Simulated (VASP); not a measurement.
A run of VASP 6.6.1 is set up as follows.

INCAR

```
PREC = Accurate
ENCUT = 600
EDIFF = 1E-6
ISMEAR = 0
SIGMA = 0.03
LREAL = False
LASPH = True
NELM = 80
ALGO = Normal
ISIF = 3
LWAVE = False
LCHARG = False
GGA = PE
IBRION = 2
NSW = 90
EDIFFG = -0.01
```

File KPOINTS:

```
regular mesh
0
Gamma
  14 14 14
```

POSCAR

```
NbP
1.0
   -1.6749232544      1.6749232544      5.7401081759
    1.6749232544     -1.6749232544      5.7401081759
    1.6749232544      1.6749232544     -5.7401081759
Nb P
2 2
Direct
    0.7498808000      0.7498808000      0.0000000000
    0.4998808000      0.9998808000      0.5000000000
    0.3327477700      0.3327477700      0.0000000000
    0.0827477800      0.5827477800      0.5000000000
```

Potentials or basis: VASP PAW PBE potentials, release 64 (Nb_sv, P).

Launch:

```console
$ cat potpaw_PBE.64/Nb_sv/POTCAR potpaw_PBE.64/P/POTCAR > POTCAR
$ mpirun -np 1 vasp_std > vasp.out
```

Q: Estimate the relaxed volume.

A: 15.98 Å³/atom.

Q: What does it give for the relaxed cell?

A: a = 6.184 Å, b = 6.184 Å, c = 6.184 Å, α = 148.63°, β = 148.63°, γ = 44.96°.

Final structure:
```cif
data_structure
_symmetry_space_group_name_H-M 'P 1'
_symmetry_Int_Tables_number 1
_cell_length_a 6.1841
_cell_length_b 6.1841
_cell_length_c 6.1841
_cell_angle_alpha 148.625
_cell_angle_beta 148.625
_cell_angle_gamma 44.963
_cell_volume 63.91
loop_
_atom_site_label
_atom_site_type_symbol
_atom_site_fract_x
_atom_site_fract_y
_atom_site_fract_z
_atom_site_occupancy
Nb1 Nb 0.74997 0.74997 0.00000 1
Nb2 Nb 0.49997 0.99997 0.50000 1
P1 P 0.33265 0.33265 0.00000 1
P2 P 0.08265 0.58265 0.50000 1
```
